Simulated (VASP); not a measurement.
# VASP 6.6.1 run: Sr$_{2}$C

INCAR

```
SIGMA = 0.02
ISIF = 3
METAGGA = MS2
LASPH = .TRUE.
EDIFF = 1E-7
NSW = 40
ISMEAR = -1
LWAVE = .FALSE.
EDIFFG = -5E-3
NELM = 120
LCHARG = .FALSE.
PREC = Normal
LREAL = .FALSE.
ENCUT = 600
IBRION = 2
NBANDS = 19
```

KPOINTS

```
KPOINTS created by Atomic Simulation Environment
0
Gamma
6 6 6
0 0 0
```

POSCAR

```
C  Sr
 1.0000000000000000
     0.0000000000000000    3.0814800447000001    3.0814800447000001
     3.0814800447000001    0.0000000000000000    3.0814800447000001
     3.0814800447000001    3.0814800447000001    0.0000000000000000
 C   Sr
   1   2
Cartesian
  0.0000000000000000  0.0000000000000000  0.0000000000000000
  1.5407400223500001  1.5407400223500001  1.5407400223500001
  4.6222200670499998  4.6222200670499998  4.6222200670499998
```

The recommended PBE PAW datasets give the neutral cell 24 valence electrons.

Command

```
mpirun -np 1 vasp_std
```

Question: Predict the outcome of this run.

Answer: It converged. Results: relaxed cell vector lengths 4.760, 4.760, 4.760 Å; relaxed cell volume 76.27 Å³.

OSZICAR

```
N       E                     dE             d eps       ncg     rms          rms(c)
DAV:   1     0.857594529989E+02    0.85759E+02   -0.12997E+04   608   0.128E+03
DAV:   2    -0.336083582922E+02   -0.11937E+03   -0.11603E+03   745   0.253E+02
DAV:   3    -0.519505949289E+02   -0.18342E+02   -0.17914E+02  1165   0.577E+01
DAV:   4    -0.527323528748E+02   -0.78176E+00   -0.77840E+00   815   0.135E+01
DAV:   5    -0.527542534932E+02   -0.21901E-01   -0.21260E-01   808   0.141E+00    0.482E+01
DAV:   6    -0.140328606391E+02    0.38721E+02   -0.30951E+02   807   0.632E+01    0.271E+01
DAV:   7    -0.182264232959E+02   -0.41936E+01   -0.24273E+01   753   0.250E+01    0.304E+01
DAV:   8    -0.182295276244E+02   -0.31043E-02   -0.14084E+00   746   0.102E+01    0.169E+01
DAV:   9    -0.129997647887E+02    0.52298E+01   -0.61802E+00   790   0.161E+01    0.552E+00
DAV:  10    -0.128225118288E+02    0.17725E+00   -0.23530E-01   948   0.320E+00    0.447E+00
...
DAV:   3    -0.134937507784E+02    0.15158E-03   -0.56730E-04   737   0.147E-01    0.924E-02
DAV:   4    -0.134937503188E+02    0.45956E-06   -0.13364E-04   862   0.582E-02    0.571E-02
DAV:   5    -0.134937707815E+02   -0.20463E-04   -0.10538E-05   708   0.203E-02    0.202E-02
DAV:   6    -0.134937745059E+02   -0.37244E-05   -0.16896E-05  1106   0.188E-02    0.826E-03
DAV:   7    -0.134937759868E+02   -0.14809E-05   -0.11447E-06   759   0.745E-03    0.439E-03
DAV:   8    -0.134937776976E+02   -0.17109E-05   -0.51394E-07   845   0.392E-03    0.663E-04
DAV:   9    -0.134937775040E+02    0.19365E-06   -0.14558E-08   331   0.101E-03    0.610E-04
DAV:  10    -0.134937776510E+02   -0.14695E-06   -0.35173E-09   325   0.520E-04    0.110E-04
DAV:  11    -0.134937776525E+02   -0.15129E-08   -0.70544E-10   322   0.203E-04
   5 F= -.13493778E+02 E0= -.13492418E+02  d E =-.790442E-04
```

```csv
ionic step,ΔE (meV/atom),volume (Å³),largest force (eV/Å),pressure (GPa),electronic steps
1,0.0,58.52,0.000,16.72,20
2,-243.6,77.51,0.000,-0.56,22
3,-244.3,76.08,0.000,0.07,16
4,-244.3,76.46,0.000,-0.11,11
5,-244.3,76.27,0.000,-0.03,11
```

 The volume moved far on the plane waves of the start cell, so a restart from CONTCAR is due.

For comparison, a separate PBE relaxation on usual settings, not on those above, ends at 77.05 Å³.
